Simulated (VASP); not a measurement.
```
CELL_PARAMETERS angstrom
      4.76364     0.00000     0.00000
      0.00000     4.76364     0.00000
      0.00000     0.00000     3.18034
ATOMIC_POSITIONS crystal
  Zn 0.00000 0.00000 0.00000
  Zn 0.50000 0.50000 0.50000
  F  0.30347 0.30347 0.00000
  F  0.80347 0.19653 0.50000
  F  0.19653 0.80347 0.50000
  F  0.69653 0.69653 0.00000
```

These are PBE GGA with D3 dispersion (Becke-Johnson damping), VASP's PBE PAW potentials (set 64) (plane waves; VASP) values and carry that method's errors. Settings: 520 eV cut-off, 5×5×8 Γ-centred mesh, tetrahedra with Blöchl corrections, potentials Zn F.

The cores are frozen, which limits the accuracy of field gradients.

Give the principal components of the electric field gradient (V/Å²) and the asymmetry η at each nucleus.

```tsv
atom	Vxx	Vyy	Vzz	η
Zn1	-12.7	-8.6	21.3	0.19
Zn2	-12.7	-8.6	21.3	0.19
F3	65.1	27.3	-92.4	0.41
F4	65.1	27.3	-92.4	0.41
F5	65.1	27.3	-92.4	0.41
F6	65.1	27.3	-92.4	0.41
```

The compound is ZnF2 in the rutile structure. It was relaxed first.
